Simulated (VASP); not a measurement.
Output of a VASP run:

**OSZICAR**
```
       N       E                     dE             d eps       ncg     rms          rms(c)
DAV:   1     0.885171320625E+02    0.88517E+02   -0.83351E+03  1744   0.170E+03
DAV:   2    -0.403481599580E+01   -0.92552E+02   -0.90236E+02  1680   0.277E+02
DAV:   3    -0.607177798007E+01   -0.20370E+01   -0.20332E+01  2051   0.542E+01
DAV:   4    -0.608450574030E+01   -0.12728E-01   -0.12726E-01  1946   0.376E+00
DAV:   5    -0.608466455230E+01   -0.15881E-03   -0.15881E-03  2161   0.454E-01    0.947E+00
DAV:   6    -0.594321032951E+01    0.14145E+00   -0.17126E+01  1881   0.102E+02    0.601E+00
DAV:   7    -0.501561541447E+01    0.92759E+00   -0.38239E+00  1776   0.986E+01    0.222E+00
DAV:   8    -0.501883287880E+01   -0.32175E-02   -0.19300E-01  2272   0.592E+00    0.127E+00
DAV:   9    -0.500906447392E+01    0.97684E-02   -0.22654E-02  1967   0.372E+00    0.466E-02
DAV:  10    -0.500907863140E+01   -0.14157E-04   -0.52251E-04  2437   0.379E-01    0.252E-02
DAV:  11    -0.500907967215E+01   -0.10408E-05   -0.18390E-05  2351   0.106E-01    0.118E-02
DAV:  12    -0.500907846091E+01    0.12112E-05   -0.11032E-06  1309   0.343E-02    0.208E-03
DAV:  13    -0.500907846694E+01   -0.60263E-08   -0.41066E-07  1057   0.161E-02
   1 F= -.50090785E+01 E0= -.50089475E+01  d E =-.392909E-03
```

OUTCAR:
```
------------------------ aborting loop because EDIFF is reached ----------------------------------------
  FORCE on cell =-STRESS in cart. coord.  units (eV):
  Direction    XX          YY          ZZ          XY          YZ          ZX
  --------------------------------------------------------------------------------------
  Total        0.1342774      0.1342774      0.1342774      0.0000000      0.0000000     -0.0000000
  in kB        8.3800645      8.3800645      8.3800645      0.0000000      0.0000000     -0.0000000
  external PRESSURE =       8.3800645 kB  Pullay stress =       0.0000000 kB
  volume of cell :       25.67
      direct lattice vectors                 reciprocal lattice vectors
     2.950000000  0.000000000  0.000000000     0.338983051  0.000000000  0.000000000
     0.000000000  2.950000000  0.000000000     0.000000000  0.338983051  0.000000000
     0.000000000  0.000000000  2.950000000     0.000000000  0.000000000  0.338983051
 POSITION                                       TOTAL-FORCE (eV/Angst)
 -----------------------------------------------------------------------------------
      1.47500      1.47500      1.47500         0.000000      0.000000      0.000000
      0.00000      0.00000      0.00000         0.000000      0.000000      0.000000
 -----------------------------------------------------------------------------------
    total drift:                                0.000000     -0.000000      0.000000
  FREE ENERGIE OF THE ION-ELECTRON SYSTEM (eV)
  ---------------------------------------------------
  free  energy   TOTEN  =        -5.0090784669 eV

  energy  without entropy=       -5.0086855584  energy(sigma->0) =       -5.00894750
```
(Selected blocks of OUTCAR.)

File POSCAR:
```
CuZn
1
    2.9500000000     0.0000000000     0.0000000000
    0.0000000000     2.9500000000     0.0000000000
    0.0000000000     0.0000000000     2.9500000000
Zn Cu
1 1
Direct
  0.5000000000   0.5000000000   0.5000000000
  0.0000000000   0.0000000000   0.0000000000
```

Question: Write an INCAR and KPOINTS that could have produced this output.

Answer: Several could match; the one computed here: the input of the run itself, PBE GGA, plane waves, VASP's PBE PAW potentials (set 64).

### KPOINTS
```
Automatic mesh
0
gamma
11 11 11
0.5 0.5 0.5
```

**INCAR**
```
SYSTEM = CuZn
PREC = Accurate
ENCUT = 300
EDIFF = 1E-6
NELM = 100
ALGO = Normal
LREAL = .FALSE.
LASPH = .TRUE.
ISMEAR = 1
SIGMA = 0.1
GGA = PE
LMAXMIX = 4
LWAVE = .FALSE.
LCHARG = .FALSE.
ISIF = 2
```

POTCAR, in this order: Zn Cu (PBE.64 set). Program: vasp_std.

At this cut-off the stress carries a Pulay error, which pulls relaxed volumes low.

The structure is a typed CuZn crystal. The cell was not relaxed at this level. The electron count is odd and the run is not spin-polarised, which forces a metal.
